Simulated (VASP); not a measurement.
Here is the system:

```
Mo
1.0
    2.59641     0.00000     0.00000
    0.00000     2.59641     0.00000
    0.00000     0.00000     2.59641
Mo
1
Direct
  0.00000   0.00000   0.00000
```

The numbers are results of r2SCAN meta-GGA, VASP's PBE PAW potentials (set 64) (plane waves; VASP), not measurements. Run with 400 eV cut-off, 13×13×13 Γ-centred mesh, first-order Methfessel-Paxton smearing of 0.10 eV, potentials Mo_sv.

Problem. The ions, cell shape and volume are relaxed. Predict the relaxed structure.

Solution. 
```
Mo
1.0
    2.58592     0.00000     0.00000
    0.00000     2.58592     0.00000
    0.00000     0.00000     2.58592
Mo
1
Direct
  0.00000   0.00000   0.00000
```
Space group Pm-3m (221), at a tolerance of 0.03 Å.

Problem. How do energy and volume change from the first to the last step?

Solution. The energy (σ→0) changes by -1.7 meV/atom and the volume by -1.2 %, in 3 ionic steps.

```csv
step,E(σ→0) (eV),max force (eV/Å),pressure (GPa),volume (Å³)
1,-24.8837,0.000,-2.58,17.50
2,-24.8756,0.000,6.55,16.80
3,-24.8854,0.000,0.00,17.29
```

The structure was generated: Mo was put into the simple-cubic type (Pm-3m), which need not be its known phase. This run relaxes it. Symmetry was kept, so distortions that lower it aren't found.
